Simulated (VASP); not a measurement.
```
Al32O47
1.0
    9.17585    -4.80660     0.00041
    9.17585     4.80660     0.00041
    6.65764     0.00000     7.93570
Al O
32 47
Direct
  0.42605   0.42333   0.42272
  0.17600   0.17600   0.17600
  0.07400   0.07400   0.07400
  0.32400   0.32400   0.32400
  0.42600   0.42600   0.92600
  0.17600   0.17600   0.67600
  0.07400   0.07400   0.57400
  0.32517   0.31774   0.82638
  0.42600   0.92600   0.42600
  0.17600   0.67600   0.17600
  0.07400   0.57400   0.07400
  0.32400   0.82400   0.32400
  0.42600   0.92600   0.92600
  0.17289   0.67456   0.67656
  0.07262   0.57484   0.57449
  0.32400   0.82400   0.82400
  0.92600   0.42600   0.42600
  0.67600   0.17600   0.17600
  0.57400   0.07400   0.07400
  0.82400   0.32400   0.32400
  0.92600   0.42600   0.92600
  0.67600   0.17600   0.67600
  0.57400   0.07400   0.57400
  0.82400   0.32400   0.82400
  0.92600   0.92600   0.42600
  0.67600   0.67600   0.17600
  0.57400   0.57400   0.07400
  0.82400   0.82400   0.32400
  0.92600   0.92600   0.92600
  0.67600   0.67600   0.67600
  0.57400   0.57400   0.57400
  0.82400   0.82400   0.82400
  0.22200   0.02800   0.37500
  0.02800   0.37500   0.22200
  0.27800   0.47200   0.12500
  0.12500   0.27800   0.47200
  0.47200   0.12500   0.27800
  0.37500   0.22200   0.02800
  0.22200   0.02800   0.87500
  0.03229   0.36969   0.71765
  0.12795   0.27837   0.96640
  0.47322   0.12597   0.77688
  0.37217   0.22028   0.53353
  0.23065   0.52642   0.37224
  0.02800   0.87500   0.22200
  0.27800   0.97200   0.12500
  0.11917   0.78167   0.47168
  0.47490   0.62388   0.27191
  0.37500   0.72200   0.02800
  0.21818   0.53107   0.87337
  0.02800   0.87500   0.72200
  0.27800   0.97200   0.62500
  0.12500   0.77800   0.97200
  0.47200   0.62500   0.77800
  0.37224   0.72198   0.52988
  0.72200   0.02800   0.37500
  0.52800   0.37500   0.22200
  0.77800   0.47200   0.12500
  0.62881   0.27422   0.46570
  0.97200   0.12500   0.27800
  0.87500   0.22200   0.02800
  0.72200   0.02800   0.87500
  0.52468   0.38062   0.71746
  0.77800   0.47200   0.62500
  0.62500   0.27800   0.97200
  0.97200   0.12500   0.77800
  0.87500   0.22200   0.52800
  0.72200   0.52800   0.37500
  0.52800   0.87500   0.22200
  0.77800   0.97200   0.12500
  0.62500   0.77800   0.47200
  0.97200   0.62500   0.27800
  0.87500   0.72200   0.02800
  0.72200   0.52800   0.87500
  0.52800   0.87500   0.72200
  0.77800   0.97200   0.62500
  0.62500   0.77800   0.97200
  0.97200   0.62500   0.77800
  0.87500   0.72200   0.52800
```
Cell charge +2.

Level of theory: PBE GGA, VASP's PBE PAW potentials (set 64) (plane waves; VASP 6.6.1). Settings: PREC = Normal, LREAL = Auto, ISYM = 0, NELECT = 376.0, EDIFF = 1E-5, 400 eV cut-off, 1×1×1 Γ-centred mesh, Gaussian smearing of 0.050 eV, potentials Al O.

The cell is charged, with a uniform compensating background. The supercell is sampled at Γ alone, which is coarse: total energies, pressure and levels can be off, energies of defects by several tenths of an eV.

The ions are relaxed. Give the cell that the relaxation ends in.

```
Al32O47
1.0
    9.17585    -4.80660     0.00041
    9.17585     4.80660     0.00041
    6.65764     0.00000     7.93570
Al O
32 47
Direct
  0.44753   0.41765   0.39437
  0.17224   0.17011   0.18717
  0.07508   0.07260   0.07356
  0.32119   0.32081   0.32120
  0.42915   0.42873   0.92819
  0.17766   0.17714   0.67576
  0.07167   0.07961   0.57418
  0.33223   0.30250   0.85498
  0.42470   0.92665   0.42660
  0.17607   0.67754   0.17492
  0.07230   0.57387   0.07444
  0.32603   0.81823   0.32504
  0.42410   0.92557   0.92693
  0.16502   0.69428   0.68297
  0.05575   0.58481   0.56640
  0.32200   0.82589   0.82371
  0.92395   0.42798   0.42564
  0.68027   0.17456   0.17204
  0.57537   0.06961   0.07733
  0.82436   0.32578   0.32241
  0.93170   0.42386   0.92434
  0.67757   0.17553   0.67508
  0.57440   0.07223   0.57427
  0.82326   0.32520   0.82278
  0.92382   0.92940   0.42393
  0.67729   0.67485   0.17576
  0.57976   0.57766   0.06221
  0.82075   0.82458   0.32354
  0.92529   0.92917   0.92582
  0.67035   0.67818   0.67518
  0.57272   0.57232   0.57361
  0.82047   0.82606   0.82544
  0.22027   0.02264   0.38152
  0.02849   0.37439   0.22214
  0.27636   0.47357   0.12468
  0.12423   0.27990   0.47131
  0.47228   0.12367   0.27953
  0.37321   0.21771   0.04118
  0.22182   0.02860   0.87487
  0.03846   0.37831   0.71620
  0.12939   0.27646   0.97082
  0.46924   0.12693   0.77951
  0.37620   0.22816   0.52679
  0.22566   0.52671   0.37874
  0.02848   0.87432   0.22346
  0.27820   0.96975   0.12747
  0.12997   0.76471   0.47827
  0.47347   0.62051   0.27852
  0.37550   0.72145   0.02725
  0.22317   0.52427   0.87067
  0.02143   0.88372   0.72320
  0.27800   0.97299   0.62448
  0.12452   0.77794   0.97039
  0.47002   0.62569   0.77806
  0.37159   0.71148   0.53320
  0.72080   0.03120   0.37300
  0.53223   0.37668   0.20818
  0.78014   0.47172   0.12190
  0.62302   0.28061   0.46984
  0.97209   0.12471   0.27909
  0.87824   0.22282   0.02454
  0.71869   0.02914   0.87634
  0.52171   0.37376   0.72251
  0.77692   0.47189   0.62490
  0.62623   0.27767   0.96983
  0.97210   0.12823   0.77739
  0.87353   0.22328   0.52796
  0.72129   0.52811   0.37449
  0.52706   0.87169   0.22482
  0.77808   0.97181   0.12468
  0.62168   0.77781   0.47197
  0.97198   0.62539   0.27896
  0.87555   0.72144   0.02590
  0.72726   0.52962   0.86787
  0.52664   0.87633   0.72140
  0.77814   0.97173   0.62469
  0.62521   0.77783   0.97020
  0.98514   0.61996   0.77115
  0.86625   0.72840   0.52616
```
Cell charge +2.

How much energy does the relaxation gain?

The energy (σ→0) changes by -40.7 meV/atom, in 20 ionic steps.

The cell is a supercell with a defect, built from Al2O3 (corundum): vac_O, charge +2. The run is not spin-polarised, so no state with unpaired spins was tried.
